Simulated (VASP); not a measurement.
Input for VASP

POSCAR:
```
LaSb
1
    0.0000000000     3.2266290000     3.2266290000
    3.2266290000     0.0000000000     3.2266290000
    3.2266290000     3.2266290000     0.0000000000
Sb La
1 1
Direct
  0.0002000000   0.0096670000  -0.0069410000
  0.4998000000   0.4903330000   0.5069410000
```

INCAR:
```
# general
SYSTEM  = LaSb
PREC    = Accurate
ENCUT   = 300
LREAL   = F
LASPH   = T

# electronic loop
EDIFF   = 1E-6
NELM    = 100
ALGO    = Normal
LMAXMIX = 6

# smearing
ISMEAR  = -1
SIGMA   = 0.05

# functional
GGA     = PS

# ions
ISIF    = 2

# output
LWAVE   = F
LCHARG  = F
```

**KPOINTS**
```
Automatic
0
G
5 5 5
0 0 0
```

POTCAR, in this order: Sb La (PBE.64 set). Program: vasp_std.

Question: Translate this PBEsol calculation to Ansatz.

Answer: One equivalent input (not run):
Ansatz 0.2 input:
```yaml
crystal:
  lattice:
    - [0.0000000, 3.2266290, 3.2266290]
    - [3.2266290, 0.0000000, 3.2266290]
    - [3.2266290, 3.2266290, 0.0000000]
  atoms:
    - { symbol: Sb, position: [0.0002000, 0.0096670, -0.0069410] }
    - { symbol: La, position: [0.4998000, 0.4903330, 0.5069410] }
kpoints:
  mp_grid: { grid: [5, 5, 5] }
hamiltonian:
  xc: pbesol
  pseudopotentials: { kind: paw }
scf:
  occupations: { method: fermi_dirac, width: 0.05 }
  max_iter: 100
output: { forces: true, stress: true, eigenvalues: true }
```
What does not carry over: each code has its own PAW files, so the cut-off isn't converted (ENCUT is set for VASP's; basis.ecutwfc is left out, and Ansatz then takes the one that its files recommend); Ansatz stops its SCF on the density residual and VASP on the energy change (EDIFF).

The structure was generated: LaSb was put into an ordered model structure, which need not be its known phase. The cell was not relaxed at this level, atoms are displaced from their ideal sites. The k-mesh is coarse (spacing up to 0.34 per Å, 2π included), so the numbers may not be converged in it.
